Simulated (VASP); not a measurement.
Given:

```yaml
crystal:
  lattice:
    - [1.94918, -3.32619, 0.00000]
    - [1.94918, 3.32619, 0.00000]
    - [0.00000, 0.00000, 6.59358]
  atoms:
    - { symbol: Sn, position: [0.00000, 0.00000, 0.00000] }
    - { symbol: Se, position: [0.33335, 0.66665, 0.23765] }
    - { symbol: Se, position: [0.66665, 0.33335, 0.76235] }
```

The numbers are results of r2SCAN meta-GGA, VASP's PBE PAW potentials (set 64) (plane waves; VASP), not measurements. Run with 480 eV cut-off, 6×6×4 Γ-centred mesh, Gaussian smearing of 0.050 eV, potentials Sn_d Se.

Task: Predict the energy per atom (σ→0).

Result: 
The energy per atom (σ→0) is -18.208 eV/atom.

Total energies compare only between runs with the same potentials, cut-off and functional.

The compound is SnSe2 in the 1T layered structure. This cell was strained or had an atom moved on purpose. Symmetry was kept, so distortions that lower it aren't found.
